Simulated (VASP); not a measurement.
Here is the system:

```yaml
crystal:
  lattice:
    - [3.21996, 0.00000, 0.00000]
    - [0.00000, 6.74623, 0.00000]
    - [0.00000, 0.00000, 25.21526]
  atoms:
    - { symbol: O, position: [0.00000, 0.50000, 0.31359] }
    - { symbol: O, position: [0.00000, 0.00000, 0.44824] }
    - { symbol: O, position: [0.50000, 0.81464, 0.35879] }
    - { symbol: O, position: [0.50000, 0.18536, 0.35879] }
    - { symbol: O, position: [0.00000, 0.50000, 0.41800] }
    - { symbol: O, position: [0.00000, 0.50000, 0.58200] }
    - { symbol: O, position: [0.50000, 0.30197, 0.50000] }
    - { symbol: O, position: [0.50000, 0.69803, 0.50000] }
    - { symbol: O, position: [0.00000, 0.00000, 0.55176] }
    - { symbol: O, position: [0.50000, 0.81464, 0.64121] }
    - { symbol: O, position: [0.50000, 0.18536, 0.64121] }
    - { symbol: O, position: [0.00000, 0.50000, 0.68641] }
    - { symbol: Sn, position: [0.00000, 0.00000, 0.36885] }
    - { symbol: Sn, position: [0.50000, 0.50000, 0.36041] }
    - { symbol: Sn, position: [0.00000, 0.50000, 0.50000] }
    - { symbol: Sn, position: [0.50000, 0.00000, 0.50000] }
    - { symbol: Sn, position: [0.00000, 0.00000, 0.63115] }
    - { symbol: Sn, position: [0.50000, 0.50000, 0.63959] }
```

Method: PBEsol GGA, VASP's PBE PAW potentials (set 64) (plane waves; VASP). Numerical set-up: PREC = Normal, LREAL = Auto, 450 eV cut-off, 6×3×1 Γ-centred mesh, Gaussian smearing of 0.050 eV, potentials O Sn_d.

**Question.** What does the run give for the energy per atom (σ→0)?

**Answer.** 
energy per atom (σ→0): -6.431 eV/atom

The cell is a thin slab with vacuum, built from SnO2 (rutile): (110) face.
